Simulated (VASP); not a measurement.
OSZICAR of a VASP run on TmPt$_{3}$ (space group Pm-3m):

### OSZICAR
```
       N       E                     dE             d eps       ncg     rms          rms(c)
DAV:   1     0.286461101360E+03    0.28646E+03   -0.16718E+04   736   0.355E+03
DAV:   2     0.438991486614E+01   -0.28207E+03   -0.26804E+03   664   0.576E+02
DAV:   3    -0.263617528002E+02   -0.30752E+02   -0.29547E+02   600   0.117E+02
DAV:   4    -0.309223209169E+02   -0.45606E+01   -0.45025E+01   912   0.376E+01
DAV:   5    -0.312214905696E+02   -0.29917E+00   -0.29729E+00   808   0.956E+00    0.548E+01
DAV:   6    -0.113365964801E+03   -0.82144E+02   -0.43972E+02   688   0.322E+02    0.139E+02
DAV:   7    -0.290102923837E+02    0.84356E+02   -0.23172E+02   696   0.916E+01    0.968E+01
DAV:   8    -0.340474955436E+02   -0.50372E+01   -0.18998E+01   792   0.282E+01    0.546E+01
DAV:   9    -0.300162836332E+02    0.40312E+01   -0.82314E+00   696   0.360E+01    0.344E+01
DAV:  10    -0.276057860136E+02    0.24105E+01   -0.70138E+00   704   0.498E+01    0.394E+01
DAV:  11    -0.286727845634E+02   -0.10670E+01   -0.64387E-01   760   0.184E+01    0.334E+01
DAV:  12    -0.288296834490E+02   -0.15690E+00   -0.24218E-01   696   0.128E+01    0.306E+01
DAV:  13    -0.284986600039E+02    0.33102E+00   -0.21551E+00   680   0.410E+01    0.212E+01
DAV:  14    -0.286706066105E+02   -0.17195E+00   -0.59353E-01   720   0.130E+01    0.196E+01
DAV:  15    -0.286446853228E+02    0.25921E-01   -0.43375E-02   768   0.203E+00    0.193E+01
DAV:  16    -0.286049096893E+02    0.39776E-01   -0.58766E-03   768   0.108E+00    0.183E+01
DAV:  17    -0.285306828078E+02    0.74227E-01   -0.10485E-01   696   0.282E+00    0.161E+01
DAV:  18    -0.284665217619E+02    0.64161E-01   -0.14200E-02   752   0.198E+00    0.130E+01
DAV:  19    -0.286113490118E+02   -0.14483E+00   -0.39195E-01   664   0.539E+00    0.129E+01
DAV:  20    -0.285723003427E+02    0.39049E-01   -0.16639E-02   744   0.178E+00    0.115E+01
DAV:  21    -0.285830626026E+02   -0.10762E-01   -0.80362E-03   696   0.231E+00    0.130E+01
DAV:  22    -0.285246921196E+02    0.58370E-01   -0.39148E-02   704   0.138E+00    0.108E+01
DAV:  23    -0.284964693000E+02    0.28223E-01   -0.46789E-02   704   0.350E+00    0.670E+00
DAV:  24    -0.285039148618E+02   -0.74456E-02   -0.27366E-02   680   0.208E+00    0.692E+00
DAV:  25    -0.285063107550E+02   -0.23959E-02   -0.12659E-03   720   0.325E-01    0.684E+00
DAV:  26    -0.285009666859E+02    0.53441E-02   -0.65345E-03   688   0.547E-01    0.573E+00
DAV:  27    -0.285014581587E+02   -0.49147E-03   -0.38249E-03   712   0.464E-01    0.484E+00
DAV:  28    -0.285036782245E+02   -0.22201E-02   -0.17032E-03   632   0.670E-01    0.389E+00
DAV:  29    -0.284995842095E+02    0.40940E-02   -0.47397E-03   672   0.122E+00    0.211E+00
DAV:  30    -0.285009247437E+02   -0.13405E-02   -0.10208E-03   712   0.372E-01    0.229E+00
DAV:  31    -0.285009179142E+02    0.68295E-05   -0.50788E-05   744   0.411E-02    0.220E+00
DAV:  32    -0.285016245117E+02   -0.70660E-03   -0.62603E-04   616   0.464E-01    0.225E+00
DAV:  33    -0.285013039926E+02    0.32052E-03   -0.48557E-04   696   0.278E-01    0.222E+00
DAV:  34    -0.285014529679E+02   -0.14898E-03   -0.89363E-05   728   0.142E-01    0.183E+00
DAV:  35    -0.285018169260E+02   -0.36396E-03   -0.13627E-04   608   0.251E-01    0.122E+00
DAV:  36    -0.285018707356E+02   -0.53810E-04   -0.43601E-05   688   0.841E-02    0.791E-01
DAV:  37    -0.285019881910E+02   -0.11746E-03   -0.20107E-05   608   0.939E-02    0.476E-01
DAV:  38    -0.285020214065E+02   -0.33216E-04   -0.39571E-05   680   0.106E-01    0.269E-01
DAV:  39    -0.285020089322E+02    0.12474E-04   -0.77500E-06   600   0.362E-02    0.195E-01
DAV:  40    -0.285020119400E+02   -0.30079E-05   -0.15929E-06   352   0.263E-02    0.117E-01
DAV:  41    -0.285020087229E+02    0.32172E-05   -0.48314E-06   560   0.484E-02    0.418E-02
DAV:  42    -0.285020124219E+02   -0.36990E-05   -0.48440E-06   512   0.230E-02    0.332E-02
DAV:  43    -0.285020123684E+02    0.53469E-07   -0.25856E-07   256   0.625E-03
   1 F= -.28502012E+02 E0= -.28438167E+02  d E =-.127690E+00  mag=    -2.1157
```

Q: Which electronic solver shows in the log?

A: It is blocked Davidson (ALGO = Normal, or the opening steps of other solvers). The INCAR had ALGO = Normal.

Q: How was spin treated?

A: Collinear spin (ISPIN = 2): the summary line carries one mag value, -2.12 μB in the cell.

Q: Can the final energy be trusted as converged?

A: The calculation finished and met its thresholds. It stopped with EDIFF = 1E-6, NELM = 100 (PBEsol GGA, plane waves, VASP's PBE PAW potentials (set 64)).

The structure comes from a measured TmPt3 entry of the Crystallography Open Database, whose conditions weren't checked. The cell was not relaxed at this level. The k-mesh is coarse (spacing up to 0.78 per Å, 2π included), so the numbers may not be converged in it. The run is one of a series of settings (KPOINTS 2×2×2 Γ-centred mesh against the base run), some of them coarse on purpose.
